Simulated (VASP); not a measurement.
```
BN
1.0
    1.27704    -2.21190     0.00000
    1.27704     2.21190     0.00000
    0.00000     0.00000     6.79320
B N
2 2
Direct
  0.33333   0.66667   0.25000
  0.66667   0.33333   0.75000
  0.66667   0.33333   0.25000
  0.33333   0.66667   0.75000
```

Level of theory: PBE GGA, VASP's PBE PAW potentials (set 64) (plane waves; VASP). Settings: 520 eV cut-off, 9×9×3 Γ-centred mesh, first-order Methfessel-Paxton smearing of 0.30 eV, potentials B N.

### Question
Give the stress tensor in GPa (positive for a compressed cell).

### Answer

```
-15.84    0.00    0.00
  0.00  -15.84    0.00
  0.00    0.00    2.08
```
The pressure is its mean diagonal, -9.87 GPa.

The compound is BN in the hex structure. The cell was not relaxed at this level. The run is one of a series of settings (ISMEAR = 1, SIGMA = 0.3 against the base run), some of them coarse on purpose.
